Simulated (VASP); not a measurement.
```yaml
crystal:
  lattice:
    - [2.44429, 0.00000, 0.00000]
    - [-1.22215, 2.11682, 0.00000]
    - [0.00000, 0.00000, 3.94367]
  atoms:
    - { symbol: B, position: [0.00000, 0.00000, 0.00000] }
    - { symbol: B, position: [0.00000, 0.00000, 0.50000] }
    - { symbol: N, position: [0.33333, 0.66667, 0.25000] }
    - { symbol: N, position: [0.66667, 0.33333, 0.75000] }
```

Calculation: PBEsol GGA, VASP's PBE PAW potentials (set 64) (plane waves; VASP 6.6.1). Settings: 620 eV cut-off, 10×10×6 Γ-centred mesh, Gaussian smearing of 0.050 eV, potentials B N.

Q: What does the run give for the energy per atom (σ→0), pressure?

A: 
| Property | Result |
|---|---|
| energy per atom (σ→0) | -7.459 eV/atom |
| pressure | 19.97 GPa |

Total energies compare only between runs with the same potentials, cut-off and functional.

The structure was generated: BN was put into the NiAs type type (P6_3/mmc), which need not be its known phase. It was relaxed first under an external pressure of 20 GPa.
